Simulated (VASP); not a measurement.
Here is the system:

```xyz
2
Lattice="2.8148 0.0000 0.0000 0.0000 2.8148 0.0000 0.0000 0.0000 2.8148" Properties=species:S:1:pos:R:3 pbc="T T T"
Cr     0.0000     0.0000     0.0000
Cr     1.4074     1.4074     1.4074
```

Computed with vdW-DF-cx, VASP's PBE PAW potentials (set 64) (plane waves; VASP). Run with 520 eV cut-off, Gaussian smearing of 0.050 eV, potentials Cr_pv.

Q: Predict the band gap (along the path) with the smallest direct gap where there is one.

A: 
- band gap (along the path): none (metal, semimetal or under 0.01 eV)

The compound is Cr in the bcc, AFM order structure. It was relaxed first, which changed the volume by -7 %. The run is not spin-polarised, so no magnetic state was tried.
